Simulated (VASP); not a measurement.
SiC:

```
Si C
1.0
     3.07600    0.00000    0.00000
    -1.53800    2.66389    0.00000
     0.00000    0.00000    5.04800
Si C
2 2
Direct
  0.33333 0.66667 0.00000
  0.66667 0.33333 0.50000
  0.33333 0.66667 0.38500
  0.66667 0.33333 0.88500
```

```yaml
Program: VASP 6.6.1
Task: relaxation of cell and atoms
Functional: PBE
Potentials_or_basis: VASP PAW PBE potentials, release 64 (Si, C)
Cutoff: 520 eV
k_mesh: 12 × 12 × 6
Occupations: gaussian, width 0.02 eV
Spin: no spin polarisation
```

At the start: pressure 3.6 GPa; volume 10.34 Å³/atom.

Where does the relaxation end?

Over 7 steps the energy falls by 10.7 meV/atom and the volume is 10.50 Å³/atom (+1.5 %); space group P6_3mc (No. 186, to 0.05 Å).

The path:
```
step  energy change (eV)  largest force (eV/Å)  pressure (GPa)  volume (Å³)
   1              0.0000                0.7527            3.64        41.36
   2             -0.0031                0.6250           -3.56        42.78
   3             -0.0397                0.0845           -0.45        42.09
   4             -0.0427                0.0254            0.05        41.99
   5             -0.0428                0.0123           -0.01        42.00
   6             -0.0428                0.0113            0.01        42.00
   7             -0.0428                0.0003            0.00        42.00
```

Final structure:
```
Si C
1.0
     3.09170    0.00000    0.00000
    -1.54585    2.67749    0.00000
     0.00000    0.00000    5.07410
Si C
2 2
Cartesian
  0.0000 1.7850 0.0233
  1.5459 0.8925 2.5603
  0.0000 1.7850 1.9303
  1.5459 0.8925 4.4673
```
